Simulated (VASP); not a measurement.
Calculation: LDA (Ceperley-Alder, Perdew-Zunger), VASP's LDA PAW potentials (set 64) (plane waves; VASP).

Gaps are without spin-orbit coupling.

### Question
Order these relaxed crystals by band gap, smallest first: AlCl3, C2/m (12); BeS, F-43m (216); KF, Fm-3m (225); LiBr, Fm-3m (225).

### Answer
BeS, F-43m (216) (2.83 eV), AlCl3, C2/m (12) (4.92 eV), LiBr, Fm-3m (225) (5.17 eV), KF, Fm-3m (225) (6.32 eV)
